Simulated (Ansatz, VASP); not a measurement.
# Cross-check of BaH2 between VASP and Ansatz, part 2 of 2

One calculation is typed for both programs; each brings its own data sets. How far apart do they land? The two relaxations start from unlike cells of this crystal (the structure described is Ansatz's start), so only their ends are compared.

VASP 6.6.1 and Ansatz 0.2.0.

So far: The structure; VASP: relaxation of cell and atoms, r2SCAN.

## 3. Ansatz: relaxation of cell and atoms, r2SCAN

Level of this step: Ansatz beside VASP: Kohn-Sham DFT, plane waves, r2SCAN (Ansatz).

Ansatz runs on its PAW soft_1 files.

Its own start cell and the same functional and mesh now go to Ansatz, which takes its cutoff from its data sets.

The input, input.yaml:

```yaml
crystal:
  lattice:
    - [4.3838512175, 0.0, 0.0]
    - [-2.1919256087, 3.7965265208, 0.0]
    - [0.0, 0.0, 5.7921632581]
  atoms:
    - { symbol: Ba, position: [0.6666666667, 0.3333333333, 0.75] }
    - { symbol: Ba, position: [0.3333333333, 0.6666666667, 0.25] }
    - { symbol: H, position: [0.3333333333, 0.6666666667, 0.75] }
    - { symbol: H, position: [0.6666666667, 0.3333333333, 0.25] }
    - { symbol: H, position: [0.0, 0.0, 0.5] }
    - { symbol: H, position: [0.0, 0.0, 0.0] }
kpoints:
  mp_grid: { grid: [9, 9, 6] }
hamiltonian:
  xc: r2scan
  pseudopotentials: { kind: paw, azcp: { folder: soft_1 } }
scf:
  occupations: { method: fixed }
output:
  forces: true
  stress: true
  eigenvalues: true
relax:
  adjacent_minimum: "off"
  f_tol: 0.001
  max_steps: 60
  cell: { stress_tol: 0.01 }
```

Started as:

```
$ ansatz run input.yaml --threads 8 --pin off --max-ram 16384MiB --backend cpu --events-out ev --progress --plain --runs-dir out
```

Numbers of over 12 decimals in the logs are rounded to 6 here.

What it wrote:

```text
Engine: ansatz 0.2.0, aarch64-unknown-linux-gnu
Pseudopotentials: kind: paw
Pseudopotential: Ba, paw, valence charge 10, recommended cutoff 500 eV (meta_gga), soft_1/Ba.paw.azcp
Pseudopotential: H, paw, valence charge 1, recommended cutoff 500 eV (meta_gga), soft_1/H.paw.azcp
Functional definition: r2SCAN
  parameter k0 = 0.174
  parameter k1 = 0.065
  parameter a1 = 4.9479
  exchange = r2scan_x(k0 = k0, k1 = k1, a1 = a1)
  correlation = r2scan_c
Crystal: 6 atoms, lattice volume = 96.401 Å³
Basis set: ecut = 500 eV, 2439 PW (Γ), exchange–correlation on 128×128×180 points (64 copies of the dense FFT grid, shifted against one another)
Bands: 18, of which v1, the nominal top of the filled ones, is band 12 counted from 1 (11 counted from 0)
Symmetry: 24 space group operations
Space group: P63/mmc (ITA 194), of the structure as read, at distance tolerance 4.6e-5 Å
k-points: 48 of 486
Non-local potential: Ba, projectors of the file, l = 0: 3, l = 1: 2, l = 2: 2, l = 3: 2
Non-local potential: H, projectors of the file, l = 0: 2, l = 1: 1
PAW form: soft (Blöchl's): semilocal exchange-correlation on the pseudo side does not see the compensation charge
PAW frozen core: Ba, regenerated for the run's functional (the file was generated under x = pbe(κ = 0.804, μ = 0.219515), c = pbe(β = 0.066725))
PAW one-centre angular grid: Ba, 302 points (default); XC on 160 Gauss nodes
PAW one-centre angular grid: H, 302 points (default); XC on 160 Gauss nodes
Initial density: superposition of atomic densities (chi_scale 0.1, normalization cell, long waves kept (reshape's long-wave potential 0.00 eV rms))
Initial wavefunctions: pseudopotential atomic-orbital guess
Functional: x = r2scan, c = r2scan; τ floored in thin density (d = 2e-4 eV/Å³)
SCF iter   1: F=—  HF=-11996.911478 eV  |F-HF|=—  |Δ(HF+E_count)|=         —  Δρ=5.13e-2  dr2=2.87e0  dr2_τ=2.01e-2  ethr=3.10e-3  ⟨swp⟩=4.0  Hψ=3876  notcnv=0  defer=159
preconditioner: auto → Resta (q_TF=auto, 2.164 Å⁻¹)  ε∞=2.8  [insulator: Δε(μ)=3.038 eV  Ē_g=12.747 eV  n_scr=20 (ndim 8)  ℏωp=16.9 eV  f_vac=0.000  ε∞_Penn≈2.8]
SCF iter   2: F=—  HF=-11996.758318 eV  |F-HF|=—  |Δ(HF+E_count)|=   1.53e-1  Δρ=2.47e-2  dr2=7.36e-1  dr2_τ=7.07e-3  ethr=3.10e-3  ⟨swp⟩=2.6  Hψ=1654  notcnv=0  defer=178
SCF iter   3: F=—  HF=-11996.631904 eV  |F-HF|=—  |Δ(HF+E_count)|=   1.26e-1  Δρ=4.75e-3  dr2=1.14e-2  dr2_τ=7.89e-4  ethr=3.07e-3  ⟨swp⟩=2.1  Hψ=1114  notcnv=0  defer=175
SCF iter   4: F=—  HF=-11996.636824 eV  |F-HF|=—  |Δ(HF+E_count)|=   4.92e-3  Δρ=1.30e-3  dr2=1.97e-3  dr2_τ=1.11e-5  ethr=4.76e-5  ⟨swp⟩=3.9  Hψ=1531  notcnv=0  defer=190
SCF iter   5: F=—  HF=-11996.636580 eV  |F-HF|=—  |Δ(HF+E_count)|=   2.44e-4  Δρ=3.71e-4  dr2=1.54e-4  dr2_τ=1.31e-6  ethr=8.21e-6  ⟨swp⟩=2.0  Hψ=1074  notcnv=0  defer=190
SCF iter   6: F=—  HF=-11996.636545 eV  |F-HF|=—  |Δ(HF+E_count)|=   3.44e-5  Δρ=3.03e-5  dr2=9.08e-7  dr2_τ=1.68e-8  ethr=6.42e-7  ⟨swp⟩=2.0  Hψ=979  notcnv=0  defer=170
SCF iter   7: F=—  HF=-11996.636546 eV  |F-HF|=—  |Δ(HF+E_count)|=   1.06e-6  Δρ=3.93e-6  dr2=1.29e-8  dr2_τ=4.05e-10  ethr=4.17e-10  ⟨swp⟩=12.3  Hψ=6272  notcnv=0
SCF iter   8: F=-11996.636546 eV  HF=-11996.636546 eV  |F-HF|=5.29e-10  |Δ(HF+E_count)|=   1.25e-9  Δρ=8.74e-7  dr2=8.53e-10  dr2_τ=6.11e-11  ethr=5.39e-11  ⟨swp⟩=2.4  Hψ=2686  notcnv=0
SCF 1 converged in 8 iterations: F = -11996.636546 eV  dr2 = 8.53e-10
  greatest PAW one-centre occupation: 0.953 electrons in one spin orbital (limit 2), on the Ba atom at site 1 (counted from 0), in its partial waves of l = 0
relax step   1: F+E_penalty+E_count = -11996.63654642 eV  Δ(F+E_penalty+E_count) = +0.000e0 eV  max|allowed force component| = 5.551e-17 eV/Å  Δτ_max = 0.0000 Å  P = +2.084 GPa  Ω = 96.401 Å³  (8 SCF iters, dr2 threshold 1.00e-7 eV, accepted)
[...]
relax step   6: F+E_penalty+E_count = -11996.67352523 eV  Δ(F+E_penalty+E_count) = -8.869e-4 eV  max|allowed force component| = 8.153e-17 eV/Å  Δτ_max = 0.0000 Å  P = +0.009 GPa  Ω = 102.256 Å³  stress off target by 1.68e-2 GPa  SCF on the basis re-selected at this cell (its energy is not comparable with the rows above)  (6 SCF iters)
[...]
relax step   7: F+E_penalty+E_count = -11996.67352296 eV  Δ(F+E_penalty+E_count) = +2.272e-6 eV  max|allowed force component| = 4.626e-17 eV/Å  Δτ_max = 0.0000 Å  P = +0.000 GPa  Ω = 102.293 Å³  energy of the carried Pulay correction = -4.277e-6 eV  (4 SCF iters, dr2 threshold 7.10e-10 eV, accepted)
[...]
relax step   8: F+E_penalty+E_count = -11996.67352673 eV  Δ(F+E_penalty+E_count) = -3.768e-6 eV  max|allowed force component| = 1.066e-16 eV/Å  Δτ_max = 0.0000 Å  P = +0.000 GPa  Ω = 102.293 Å³  stress off target by 1.20e-3 GPa  SCF on the basis re-selected at this cell (its energy is not comparable with the rows above)  (5 SCF iters)
basis re-selected at this cell: Δ(F+E_penalty+E_count) = -3.768e-6 eV, ΔP = +0.000 GPa vs the last step (what re-selecting the basis moved, of the pressure what is left beyond the Pulay correction that the steps carried, after the strain that the cell walked since its last selection, with what the two solves' SCF thresholds leave and, on support functions, any second-order correction that the steps lacked; it is no m [...]
SCF converged after 5 iterations
Free energy (F): -11996.673527 eV
Harris-Foulkes:  -11996.673527 eV  (|F-HF|=9.09e-12)
Internal energy: -11996.673527 eV  (E = F + TS)
E sigma→0 (E₀):  -11996.673527 eV
Fermi energy:    6.064670 eV
--- Per-component energies (eV) ---
  E_band       = -127.464480
  E_kinetic    = 371.196904
  E_local      = -631.940232  (includes V_loc(G=0)·N_el)
  E_nonlocal   = 185.981968
  E_hartree    = 173.550197
  E_xc         = -403.813950
  E_vxc        = -327.814822  (∫ρ·V_xc dr)
  E_paw        = -10451.715329  (= ΣΔE_a)
  E_vpaw       = -87.476376  (= ΣTr[D̂ρ^β])
  E_aug_tail   = -0.000305  (compensation charges beyond the density's cutoff)
  E_vtau       = 15.487982  (kinetic-family band-sum trace: ∫τ·v_τ [+ j·A + Jᵃ·Aᵃ] dr)
  E_ewald      = -1240.073618
  E_core_change = 0.140838  (= ΣΔE_core)
  E_smearing   = -0.000000  (= −TS)
  E_closure    = -0.000000  (closes the sum)
  Σ components = -11996.673527   (vs F -11996.673527, Δ=0.00e0)
--- Forces (eV/Å), atoms counted from 1 ---
  atom   1  Ba     0.00000000     0.00000000     0.00000000
  atom   2  Ba    -0.00000000    -0.00000000     0.00000000
  atom   3  H      0.00000000     0.00000000     0.00000000
  atom   4  H     -0.00000000    -0.00000000     0.00000000
  atom   5  H     -0.00000000     0.00000000     0.00000000
  atom   6  H     -0.00000000    -0.00000000    -0.00000000
  max |Σ_I F_I| component: 2.66e-17 eV/Å
--- Stress (GPa, compression-positive) ---
        0.000072       0.000000       0.000000
        0.000000       0.000072       0.000000
        0.000000       0.000000       0.001200
  P = ⅓ Tr σ = 0.0004 GPa (0.004 kbar)
--- Band table (eV; the first three rows and the last of 48) ---
  k-point 0: bands = [... 8 lower, 1.9445, 3.1943, 5.7296, 6.0647, 9.5262, 9.5262, 10.5494, 10.5494, ... 2 higher]
  k-point 1: bands = [... 8 lower, 2.1073, 3.2375, 5.6313, 6.0496, 9.3779, 9.3779, 10.2712, 10.2712, ... 2 higher]
  k-point 2: bands = [... 8 lower, 2.5201, 3.2439, 5.5136, 5.9242, 9.2703, 9.2703, 9.7494, 9.7494, ... 2 higher]
  k-point 47: bands = [... 8 lower, 4.4539, 4.4539, 4.6422, 4.6422, 8.3525, 8.3525, 11.1776, 11.1776, ... 2 higher]
--- Relaxed structure (6 steps of the walk, 6 accepted, 2 SCFs on fresh bases) ---
  F+E_penalty+E_count = -11996.67352673 eV   max|allowed force component| = 1.066e-16 eV/Å   (the final SCF, on the basis selected at the relaxed cell)
  cell:  # Å, volume = 102.2934 Å³
    - [4.438986, -2.923047389690145e-11, 0.0]
    - [-2.219493, 3.844275, 0.0]
    - [0.0, 0.0, 5.994450]
  atoms:
    - { symbol: Ba, position: [0.666667, 0.333333, 0.750000] }
    - { symbol: Ba, position: [0.333333, 0.666667, 0.25] }
    - { symbol: H, position: [0.333333, 0.666667, 0.750000] }
    - { symbol: H, position: [0.666667, 0.333333, 0.25] }
    - { symbol: H, position: [0, 0, 0.5] }
    - { symbol: H, position: [0, 0, 0] }
```

Reading the cycles: dr2 is the Hartree energy of the density residual (eV), the measure of convergence; HF is the Harris–Foulkes estimate of the energy, which meets the free energy F at convergence.

## 4. Side by side

Known differences besides the potentials themselves: VASP keeps PBE cores, Ansatz makes them for the functional; fixed occupations in Ansatz, narrow Gaussian smearing in VASP; the cutoff is 500 eV in Ansatz and 550 eV in VASP; Ansatz adds a Pulay correction to the stress that steers its cell, VASP none. Total energies have different zeros and are not compared.

The two programs side by side:

```
                                         quantity  Ansatz    VASP  difference
                                      volume (Å³)  102.29  104.14     -1.77 %
edge a after relaxation, in the typed setting (Å)   4.439   4.460     -0.46 %
edge c after relaxation, in the typed setting (Å)   5.994   6.046     -0.86 %
```

## 5. What came out

```yaml
difference_in_volume_relaxation_of_cell_and_atoms_r2scan: -1.8 %
```

The difference in volume is -1.8 % (relaxation of cell and atoms, r2SCAN), beyond the 1.2 % picked in this series as the mark of a large difference, as far as the stopping tolerances let one tell. What causes the difference of the relaxation of cell and atoms, r2SCAN pair stays open here. How closely two codes agree says nothing of how well the functional describes the real material.

[Lines on the potential files, build, host, timing and source positions are cut from VASP's logs without a mark.]

[Logs are printed without paths, hosts, clocks, repeated set-up lines and the standing remarks that a program may print on its own settings, such as how far it seeks lower states.]

[Hosts, paths, dates, database ids (printed as entryN), source tags and the programs' standing remarks are cut or masked in the printed files.]
